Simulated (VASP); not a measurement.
Data:

```yaml
crystal:
  lattice:
    - [4.64116, 0.00000, 0.00000]
    - [0.00000, 4.64116, 0.00000]
    - [0.00000, 0.00000, 2.96856]
  atoms:
    - { symbol: Ti, position: [0.00000, 0.00000, 0.00000] }
    - { symbol: Ti, position: [0.50000, 0.50000, 0.50000] }
    - { symbol: O, position: [0.30484, 0.30484, 0.00000] }
    - { symbol: O, position: [0.80484, 0.19516, 0.50000] }
    - { symbol: O, position: [0.19516, 0.80484, 0.50000] }
    - { symbol: O, position: [0.69516, 0.69516, 0.00000] }
```

All values below come from PW91 GGA, VASP's PBE PAW potentials (set 64) (plane waves; VASP). Numerical set-up: 520 eV cut-off, Gaussian smearing of 0.050 eV, potentials Ti_sv O.

Task: Give the energies of bands 14 to 27 at the high-symmetry points, in eV from the valence-band maximum.

Result: 
```tsv
band	Γ	X	M	Z	R	A
14	-5.20	-4.81	-5.40	-4.37	-4.91	-4.57
15	-4.74	-3.66	-3.78	-3.60	-3.89	-4.46
16	-3.71	-3.66	-3.78	-3.60	-3.89	-4.46
17	-3.71	-3.13	-2.77	-3.54	-3.20	-3.44
18	-2.51	-3.13	-2.77	-3.54	-3.20	-3.44
19	-2.51	-2.98	-2.12	-2.74	-2.33	-2.71
20	-1.91	-2.98	-2.12	-2.74	-2.33	-2.71
21	-0.68	-1.57	-1.26	-2.24	-1.99	-1.22
22	-0.44	-1.57	-1.26	-2.24	-1.99	-1.22
23	-0.44	-0.71	-1.05	-1.40	-0.99	-0.67
24	0.00	-0.71	-1.05	-1.40	-0.99	-0.67
25	1.81	2.45	1.84	2.86	1.85	2.51
26	2.09	2.45	1.84	2.86	1.85	2.51
27	2.38	2.92	2.45	3.10	3.12	3.12
```

The gap is direct, 1.81 eV, from the valence maximum at Γ to the conduction minimum at Γ.

The compound is TiO2 in the rutile structure. It was relaxed first.
